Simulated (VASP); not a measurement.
# GW on SiC (Moissanite 3C), part 2 of 5

How does the gap of SiC (Moissanite 3C) change from the starting functional to GW? The cell is of the zinc-blende type, one of the forms listed for this formula. The start is a cell from a database of measured crystal structures.

VASP 6.6.1, plane waves and PAW; the level of theory is named at each step.

So far, quasiparticle gap on the mesh (eV): step 3 (G0W0, functional PBE, start PBE) 2.07. Also gap on the k-mesh (eV): step 2 (empty bands, functional PBE) 1.35.

### 4. Orbitals for another starting point

This step: PBE; plane waves and PAW (Si_GW, C_GW) (VASP 6.6.1).

A hybrid converges faster from good orbitals, so a cheap PBE run writes WAVECAR first.

INCAR reads:

```
SYSTEM = SiC
PREC = Accurate
ENCUT = 440
EDIFF = 1E-05
NELM = 100
ISMEAR = 0
SIGMA = 0.01
LREAL = .FALSE.
ALGO = Normal
GGA = PE
NBANDS = 10
LORBIT = 11
LWAVE = .TRUE.
LCHARG = .FALSE.
KPAR = 8
```

POSCAR reads:

```
SiC
1.0
    0.0000000000      2.1790000000      2.1790000000
    2.1790000000      0.0000000000      2.1790000000
    2.1790000000      2.1790000000      0.0000000000
Si C
1 1
Direct
    0.0000000000      0.0000000000      0.0000000000
    0.7500000000      0.7500000000      0.7500000000
```

KPOINTS reads:

```
Automatic mesh
0
Gamma
6 6 6
0 0 0
```

PAW data sets: Si_GW and C_GW (PBE family, release 64).

Command:

```sh
$ mpirun -np 8 vasp_std
```

Output:

```text
[banner, memory and clock lines left out]
running    8 mpi-ranks, on    1 nodes
 distrk:  each k-point on    1 cores,    8 groups
 distr:  one band on    1 cores,    1 groups

 POSCAR found type information on POSCAR SiC
 POSCAR found :  2 types and       2 ions
 [... a notice as in an earlier step ...]

 LDA part: xc-table for (Slater+PW92), standard interpolation
 POSCAR, INCAR and KPOINTS ok, starting setup
 FFT: planning ... GRIDC
 FFT: planning ... GRID_SOFT
 FFT: planning ... GRID
 WAVECAR not read
 entering main loop
       N       E                     dE             d eps       ncg     rms          rms(c)
DAV:   1     0.501778814076E+01    0.50178E+01   -0.44521E+03   350   0.755E+02
DAV:   2    -0.163499516294E+02   -0.21368E+02   -0.20438E+02   460   0.132E+02
DAV:   3    -0.169087141204E+02   -0.55876E+00   -0.55702E+00   428   0.178E+01
DAV:   4    -0.169139574350E+02   -0.52433E-02   -0.52412E-02   434   0.201E+00
DAV:   5    -0.169140404721E+02   -0.83037E-04   -0.83025E-04   432   0.244E-01    0.701E+00
DAV:   6    -0.151047593756E+02    0.18093E+01   -0.68007E+00   442   0.163E+01    0.212E+00
DAV:   7    -0.150428697286E+02    0.61890E-01   -0.31028E-01   424   0.351E+00    0.115E+00
DAV:   8    -0.150332292503E+02    0.96405E-02   -0.23463E-02   402   0.152E+00    0.947E-02
DAV:   9    -0.150331473093E+02    0.81941E-04   -0.11783E-03   450   0.239E-01    0.427E-02
DAV:  10    -0.150332408717E+02   -0.93562E-04   -0.18075E-04   414   0.950E-02    0.140E-02
DAV:  11    -0.150332407623E+02    0.10938E-06   -0.34323E-05   374   0.433E-02
   1 F= -.15033241E+02 E0= -.15033241E+02  d E =-.226411E-85
 writing wavefunctions
```

Elapsed: 2.6 s, on 8 MPI ranks of Intel Xeon Platinum 8488C (Sapphire Rapids), shared host; peak memory 1 GiB.

From OUTCAR (step 4):

```text
The static configuration has the point symmetry T_d .

 Found     16 irreducible k-points:

   k-points           NKPTS =     16   k-points in BZ     NKDIM =     16   number of bands    NBANDS=     10

   NELECT =       8.0000    total number of electrons

 E-fermi :   7.9185

 k-point     1 :       0.0000    0.0000    0.0000
  band No.  band energies     occupation
      1      -7.6335      2.00000
      2       7.7815      2.00000
      3       7.7815      2.00000
      4       7.7815      2.00000
      5      14.0026      0.00000
      6      15.0766      0.00000
      7      15.0766      0.00000
      8      15.0766      0.00000
      9      22.2678      0.00000
    ...

 k-point     2 :       0.1667    0.0000    0.0000
  band No.  band energies     occupation
      1      -7.0945      2.00000
      2       5.4035      2.00000
      3       7.4492      2.00000
      4       7.4492      2.00000
      5      14.1118      0.00000
      6      15.5949      0.00000
      7      15.5949      0.00000
      8      16.1243      0.00000
      9      20.7417      0.00000
    ...

  Total        0.2849165      0.2849165      0.2849165      0.0000000      0.0000000      0.0000000
  in kB       22.0610664     22.0610664     22.0610664      0.0000000      0.0000000      0.0000000
  external PRESSURE =      22.0610664 kB  Pullay stress =       0.0000000 kB

 POSITION                                       TOTAL-FORCE (eV/Angst)
 -----------------------------------------------------------------------------------
      0.00000      0.00000      0.00000         0.000000      0.000000      0.000000
      3.26850      3.26850      3.26850        -0.000000     -0.000000     -0.000000
 -----------------------------------------------------------------------------------
    total drift:                                0.000000      0.000000      0.000000

  FREE ENERGIE OF THE ION-ELECTRON SYSTEM (eV)
  ---------------------------------------------------
  free  energy   TOTEN  =       -15.0332407623 eV

  energy  without entropy=      -15.0332407623  energy(sigma->0) =      -15.03324076

 total charge
# of ion       s       p       d       tot
------------------------------------------
    1        0.688   0.950   0.210   1.848
    2        0.813   1.681   0.000   2.494
--------------------------------------------------
tot          1.501   2.631   0.210   4.342

[... 7 parts as in an earlier step ...]

[... 5 further parts left out ...]
```

Numbers from this step:

```yaml
free_energy_toten: -15.03 eV
fermi_energy: 7.918 eV
pressure: 2.206 GPa
least_direct_gap_on_the_k_mesh: 4.540 eV
```

The run ends at a pressure of 2.21 GPa.

### 5. Another starting point, functional HSE with 0.08 exact exchange

This step: HSE with 0.08 exact exchange; plane waves and PAW (Si_GW, C_GW) (VASP 6.6.1).

To see how much the result owes to its start, the ground state is made again with HSE with 0.08 exact exchange. A small SIGMA keeps every occupation at zero or full.

INCAR reads:

```
SYSTEM = SiC
PREC = Accurate
ENCUT = 440
EDIFF = 1E-08
NELM = 100
ISMEAR = 0
SIGMA = 0.01
LREAL = .FALSE.
ALGO = Normal
LHFCALC = .TRUE.
AEXX = 0.08
GGA = PE
LASPH = .TRUE.
NBANDS = 10
PRECFOCK = Fast
LORBIT = 11
LWAVE = .TRUE.
LCHARG = .FALSE.
KPAR = 8
HFSCREEN = 0.2
```

POSCAR is that of step 4.

KPOINTS is that of step 4.

The run starts from files that an earlier step left in the folder.

Command:

```sh
$ mpirun -np 8 vasp_std
```

Output:

```text
[banner, memory and clock lines left out]
running    8 mpi-ranks, on    1 nodes
 distrk:  each k-point on    1 cores,    8 groups
 distr:  one band on    1 cores,    1 groups

 POSCAR found type information on POSCAR SiC
 POSCAR found :  2 types and       2 ions
 [... a notice as in an earlier step ...]

 LDA part: xc-table for (Slater+PW92), standard interpolation
 found WAVECAR, reading the header
 POSCAR, INCAR and KPOINTS ok, starting setup
 FFT: planning ... GRIDC
 FFT: planning ... GRID_SOFT
 FFT: planning ... GRID
 reading WAVECAR
 the WAVECAR file was read successfully
 initial charge from wavefunction
 entering main loop
       N       E                     dE             d eps       ncg     rms          rms(c)
DAV:   1    -0.157893510647E+02   -0.15789E+02   -0.31577E-02   394   0.186E+00    0.860E-02
DAV:   2    -0.157893474914E+02    0.35733E-05   -0.29201E-04   352   0.141E-01    0.544E-02
DAV:   3    -0.157893112072E+02    0.36284E-04   -0.20254E-05   454   0.488E-02    0.322E-02
DAV:   4    -0.157892989861E+02    0.12221E-04   -0.44226E-06   430   0.232E-02    0.192E-02
DAV:   5    -0.157892949603E+02    0.40257E-05   -0.13662E-06   488   0.132E-02    0.115E-02
DAV:   6    -0.157892937493E+02    0.12110E-05   -0.42426E-07   446   0.757E-03    0.688E-03
DAV:   7    -0.157892932986E+02    0.45076E-06   -0.13654E-07   474   0.441E-03    0.413E-03
DAV:   8    -0.157892931415E+02    0.15703E-06   -0.44107E-08   400   0.256E-03    0.248E-03
DAV:   9    -0.157892931221E+02    0.19441E-07   -0.13327E-08   212   0.150E-03    0.150E-03
DAV:  10    -0.157892931168E+02    0.53054E-08   -0.63182E-09   212   0.882E-04
   1 F= -.15789293E+02 E0= -.15789293E+02  d E =-.393049E-63
 writing wavefunctions
```

It took 43 s on 8 MPI ranks; peak memory 1.8 GiB; 5.5 min of CPU time.

Parts of OUTCAR (step 5):

```text
   k-points           NKPTS =     16   k-points in BZ     NKDIM =    216   number of bands    NBANDS=     10

   NELECT =       8.0000    total number of electrons

  exchange ACFDT corr.  =         0.00000000  see jH, gK, PRB 81, 115126

 E-fermi :   7.7008

 k-point     1 :       0.0000    0.0000    0.0000
  band No.  band energies     occupation
      1      -8.3403      2.00000
      2       7.5840      2.00000
      3       7.5840      2.00000
      4       7.5840      2.00000
      5      14.2205      0.00000
      6      15.2885      0.00000
      7      15.2885      0.00000
      8      15.2885      0.00000
      9      22.5695      0.00000
    ...

 POSITION                                       TOTAL-FORCE (eV/Angst)
 -----------------------------------------------------------------------------------
      0.00000      0.00000      0.00000        -0.000000     -0.000000     -0.000000
      3.26850      3.26850      3.26850         0.000000      0.000000      0.000000
 -----------------------------------------------------------------------------------
    total drift:                               -0.000001      0.000000     -0.000000

  FREE ENERGIE OF THE ION-ELECTRON SYSTEM (eV)
  ---------------------------------------------------
  free  energy   TOTEN  =       -15.7892931168 eV

  energy  without entropy=      -15.7892931168  energy(sigma->0) =      -15.78929312

[... 7 parts as in an earlier step ...]

[... 9 further parts left out ...]
```

The PAW data sets were made with PBE, which is usual practice but a small mismatch for other functionals.

This step gave:

```yaml
free_energy_toten: -15.79 eV
fermi_energy: 7.701 eV
gap_on_the_k_mesh: 1.624 eV
least_direct_gap_on_the_k_mesh: 4.918 eV
```

### 6. Empty bands, functional HSE with 0.08 exact exchange

ALGO = Exact makes the empty bands from the converged ground state in one step. LOPTICS writes the k-derivatives of the orbitals (WAVEDER), which give the long-wavelength limit of the screening.

INCAR reads:

```
SYSTEM = SiC
PREC = Accurate
ENCUT = 440
ISMEAR = 0
SIGMA = 0.01
LREAL = .FALSE.
LHFCALC = .TRUE.
AEXX = 0.08
GGA = PE
LASPH = .TRUE.
NBANDS = 64
PRECFOCK = Fast
HFSCREEN = 0.2
ALGO = Exact
NELM = 1
LWAVE = .TRUE.
LCHARG = .FALSE.
LOPTICS = .TRUE.
NEDOS = 1000
CSHIFT = 0.1
```

POSCAR is that of step 5.

KPOINTS is that of step 5.

The run starts from files that an earlier step left in the folder.

Command:

```sh
$ mpirun -np 8 vasp_std
```

Output:

```text
[banner, memory and clock lines left out]
running    8 mpi-ranks, on    1 nodes
[...]
[... a notice as in an earlier step ...]

 LDA part: xc-table for (Slater+PW92), standard interpolation
 found WAVECAR, reading the header
  number of bands has changed, file:    10 present:    64
  trying to continue reading WAVECAR, but it might fail
 POSCAR, INCAR and KPOINTS ok, starting setup
[...]
reading WAVECAR
 random initialization beyond band           10
 the WAVECAR file was read successfully
 initial charge from wavefunction
 entering main loop
       N       E                     dE             d eps       ncg     rms          rms(c)
DIA:   1    -0.157892931256E+02   -0.15789E+02    0.00000E+00     0   0.000E+00
   1 F= -.15789293E+02 E0= -.15789293E+02  d E =-.159266E-21
 writing wavefunctions
 optical routines
 imaginary and real dielectric function
 recalculating local potential from charge density
 direction            1
 direction            2
 direction            3
```

Run time: 5.8 min. Hardware: 8 MPI ranks; peak memory 1.9 GiB; 46 min of CPU time.

Parts of OUTCAR (step 6):

```text
 POSITION                                       TOTAL-FORCE (eV/Angst)
 -----------------------------------------------------------------------------------
      0.00000      0.00000      0.00000         0.000000      0.000000      0.000000
      3.26850      3.26850      3.26850        -0.000000     -0.000000     -0.000000
 -----------------------------------------------------------------------------------
    total drift:                               -0.000001      0.000000     -0.000000

  FREE ENERGIE OF THE ION-ELECTRON SYSTEM (eV)
  ---------------------------------------------------
  free  energy   TOTEN  =       -15.7892931256 eV

  energy  without entropy=      -15.7892931256  energy(sigma->0) =      -15.78929313

[... 2 parts as in an earlier step ...]

[... 1 further part left out ...]
[key lines of the parts left out:]
E-fermi :   7.6479
```

### 7. G0W0, functional HSE with 0.08 exact exchange, start HSE with 0.08 exact exchange

This step: G0W0 on HSE with 0.08 exact exchange; plane waves and PAW (Si_GW, C_GW) (VASP 6.6.1).

One pass of GW corrects the levels to first order, with G and W from the starting orbitals.

INCAR reads:

```
SYSTEM = SiC
PREC = Accurate
ENCUT = 440
ISMEAR = 0
SIGMA = 0.01
LREAL = .FALSE.
LHFCALC = .TRUE.
AEXX = 0.08
GGA = PE
LASPH = .TRUE.
NBANDS = 64
PRECFOCK = Fast
HFSCREEN = 0.2
ALGO = EVGW0
NELMGW = 1
ENCUTGW = 120
NOMEGA = 64
NBANDSGW = 16
LWAVE = .FALSE.
LCHARG = .FALSE.
```

POSCAR is that of step 6.

KPOINTS is that of step 6.

The run starts from files that an earlier step left in the folder.

Command:

```sh
$ mpirun -np 8 vasp_std
```

Output:

```text
[banner, memory and clock lines left out]
running    8 mpi-ranks, on    1 nodes
[...]
[... a notice as in an earlier step ...]

 [... a notice as in an earlier step ...]

 LDA part: xc-table for (Slater+PW92), standard interpolation
 found WAVECAR, reading the header
 POSCAR, INCAR and KPOINTS ok, starting setup
[...]
reading WAVECAR
 the WAVECAR file was read successfully
 initial charge from wavefunction
 available memory per node:     66.38 GB, setting MAXMEM to     67974

 The Fermi energy was updated, please check that it is located mid-gap
 values below the HOMO (VB) or above the LUMO (CB) will cause erroneous energies
 E-fermi :   8.3961

 calculate exact exchange contribution
 the WAVEDER file was read successfully
energies w=
    0.000    0.000    0.626    0.000    1.251    0.000    1.873    0.000
    2.491    0.000    3.103    0.000    3.710    0.000    4.309    0.000
    4.901    0.000    5.485    0.000    6.061    0.000    6.628    0.000
[...]
total number of BLAS operations        112.27 Gflops
NQ=  12   -0.3333    0.3333    0.0000,
|.........|.........|.........|.........|.........|.........|.........|.........
 performed       4038000 updates of chi_q(r,r)
 total number of BLAS operations        124.54 Gflops
NQ=  13    0.5000    0.5000    0.0000,
|.........|.........|.........|.........|.........|.........|.........|.........
 performed       4235000 updates of chi_q(r,r)
 total number of BLAS operations        131.02 Gflops
NQ=  14    0.5000    0.3333    0.1667,
|.........|.........|.........|.........|.........|.........|.........|.........
 performed       4748000 updates of chi_q(r,r)
 total number of BLAS operations        146.81 Gflops
NQ=  15   -0.3333    0.3333    0.1667,
|.........|.........|.........|.........|.........|.........|.........|.........
 performed       5228000 updates of chi_q(r,r)
 total number of BLAS operations        161.58 Gflops
NQ=  16   -0.3333    0.5000    0.1667,
|.........|.........|.........|.........|.........|.........|.........|.........
 performed       5616000 updates of chi_q(r,r)
 total number of BLAS operations        173.53 Gflops
 resolving degeneracies of screened two electron integrals

 calculate QP shifts <psi_nk| G(iteration)W_0 |psi_nk>: iteration 1
 entering main loop
```

It took 47 s on 8 MPI ranks; peak memory 1.9 GiB.

OUTCAR, selected parts (step 7):

```text
 QP shifts <psi_nk| G(iteration)W_0 |psi_nk>: iteration 1
 for sc-GW calculations column KS-energies equals QP-energies in previous step
 and V_xc(KS)=  KS-energies - (<T + V_ion + V_H > + <T+V_H+V_ion>^1  + <V_x>^1)
 k-point   1 :       0.0000    0.0000    0.0000
  band No.  KS-energies  QP-energies   sigma(KS)   V_xc(KS)     V^pw_x(r,r')   Z            occupation Imag(sigma)
      1      -8.3402      -8.8590     -14.1711     -13.4560     -21.7088       0.7254       2.0000       1.3280
      2       7.5841       7.2558     -15.4017     -14.9894     -17.4478       0.7961       2.0000       0.0491
      3       7.5841       7.2558     -15.4017     -14.9894     -17.4478       0.7961       2.0000       0.0491
      4       7.5841       7.2558     -15.4017     -14.9894     -17.4478       0.7961       2.0000       0.0491
      5      14.2206      14.7282     -12.2663     -12.9113      -7.3285       0.7871       0.0000      -0.0864
      6      15.2885      15.8084     -10.6611     -11.3110      -5.7433       0.8000       0.0000      -0.0846
      7      15.2885      15.8084     -10.6611     -11.3110      -5.7433       0.8000       0.0000      -0.0846
      8      15.2885      15.8084     -10.6611     -11.3110      -5.7433       0.8000       0.0000      -0.0846
    ...

[... 2 parts as in an earlier step ...]

[... 1 further part left out ...]
[key lines of the parts left out:]
E-fermi :   8.3961
```

GW takes the gap from 1.624 to 2.197 eV. That is +126 meV against G0W0 on PBE. The value holds for 64 bands, ENCUTGW = 120 eV and this mesh, and isn't shown to be converged in them.

### 8. Another starting point, functional HSE with 0.16 exact exchange

This step: HSE with 0.16 exact exchange; plane waves and PAW (Si_GW, C_GW) (VASP 6.6.1).

To see how much the result owes to its start, the ground state is made again with HSE with 0.16 exact exchange. EDIFF is tight for accurate orbitals, and a narrow smearing avoids fractional occupations.

INCAR reads:

```
SYSTEM = SiC
PREC = Accurate
ENCUT = 440
EDIFF = 1E-08
NELM = 100
ISMEAR = 0
SIGMA = 0.01
LREAL = .FALSE.
ALGO = Normal
LHFCALC = .TRUE.
AEXX = 0.16
GGA = PE
LASPH = .TRUE.
NBANDS = 10
PRECFOCK = Fast
LORBIT = 11
LWAVE = .TRUE.
LCHARG = .FALSE.
KPAR = 8
HFSCREEN = 0.2
```

POSCAR is that of step 7.

KPOINTS is that of step 7.

Command:

```sh
$ mpirun -np 8 vasp_std
```

Output:

```text
[... set-up lines as in an earlier step ...]
 entering main loop
       N       E                     dE             d eps       ncg     rms          rms(c)
DAV:   1    -0.165534200146E+02   -0.16553E+02   -0.12452E-01   388   0.372E+00    0.168E-01
DAV:   2    -0.165536769338E+02   -0.25692E-03   -0.12999E-03   356   0.283E-01    0.110E-01
DAV:   3    -0.165535071782E+02    0.16976E-03   -0.92912E-05   478   0.892E-02    0.655E-02
DAV:   4    -0.165534502600E+02    0.56918E-04   -0.22681E-05   424   0.496E-02    0.389E-02
[...]
DAV:  13    -0.165534227124E+02    0.17367E-07   -0.17668E-09   174   0.482E-04    0.370E-04
DAV:  14    -0.165534227012E+02    0.11146E-07   -0.56605E-10   172   0.289E-04    0.223E-04
DAV:  15    -0.165534226978E+02    0.34327E-08   -0.38491E-10   168   0.183E-04
   1 F= -.16553423E+02 E0= -.16553423E+02  d E =-.257907E-49
 writing wavefunctions
```

Elapsed: 58 s, on 8 MPI ranks; peak memory 1.8 GiB.

OUTCAR, selected parts (step 8):

```text
 POSITION                                       TOTAL-FORCE (eV/Angst)
 -----------------------------------------------------------------------------------
      0.00000      0.00000      0.00000         0.000000      0.000000      0.000000
      3.26850      3.26850      3.26850        -0.000000     -0.000000     -0.000000
 -----------------------------------------------------------------------------------
    total drift:                               -0.000001      0.000000     -0.000001

  FREE ENERGIE OF THE ION-ELECTRON SYSTEM (eV)
  ---------------------------------------------------
  free  energy   TOTEN  =       -16.5534226978 eV

  energy  without entropy=      -16.5534226978  energy(sigma->0) =      -16.55342270

[... 2 parts as in an earlier step ...]

[... 1 further part left out ...]
[key lines of the parts left out:]
E-fermi :   7.4840
```

### 9. Empty bands, functional HSE with 0.16 exact exchange

The next step needs empty bands that the ground-state run didn't converge, so the Hamiltonian is diagonalised exactly for NBANDS bands, in a single step. LOPTICS writes the k-derivatives of the orbitals (WAVEDER), which give the long-wavelength limit of the screening.

INCAR reads:

```
SYSTEM = SiC
PREC = Accurate
ENCUT = 440
ISMEAR = 0
SIGMA = 0.01
LREAL = .FALSE.
LHFCALC = .TRUE.
AEXX = 0.16
GGA = PE
LASPH = .TRUE.
NBANDS = 64
PRECFOCK = Fast
HFSCREEN = 0.2
ALGO = Exact
NELM = 1
LWAVE = .TRUE.
LCHARG = .FALSE.
LOPTICS = .TRUE.
NEDOS = 1000
CSHIFT = 0.1
```

POSCAR is that of step 8.

KPOINTS is that of step 8.

The run starts from files that an earlier step left in the folder.

Command:

```sh
$ mpirun -np 8 vasp_std
```

Output:

```text
[... set-up lines as in an earlier step ...]
 entering main loop
       N       E                     dE             d eps       ncg     rms          rms(c)
DIA:   1    -0.165534226969E+02   -0.16553E+02    0.00000E+00     0   0.000E+00
   1 F= -.16553423E+02 E0= -.16553423E+02  d E =-.103990E-60
 writing wavefunctions
 optical routines
 imaginary and real dielectric function
 recalculating local potential from charge density
 direction            1
 direction            2
 direction            3
```

The job ended after 6 min (8 MPI ranks; peak memory 1.9 GiB; 48 min of CPU time).

From OUTCAR (step 9):

```text
  FREE ENERGIE OF THE ION-ELECTRON SYSTEM (eV)
  ---------------------------------------------------
  free  energy   TOTEN  =       -16.5534226969 eV

  energy  without entropy=      -16.5534226969  energy(sigma->0) =      -16.55342270

[... 3 parts as in an earlier step ...]

[... 1 further part left out ...]
[key lines of the parts left out:]
E-fermi :   7.4961
```

(Part 2 of 5 ends here.)

[Lines on the potential files, build, host, timing and source positions are cut from VASP's logs without a mark.]

[Logs are printed without paths, hosts, clocks, repeated set-up lines and the standing remarks that a program may print on its own settings, such as how far it seeks lower states.]

[Hosts, paths, dates, database ids (printed as entryN), source tags and the programs' standing remarks are cut or masked in the printed files.]

[Pressures printed for these runs are not shown converged in the cutoff: they can be off by several GPa and have the wrong sign.]
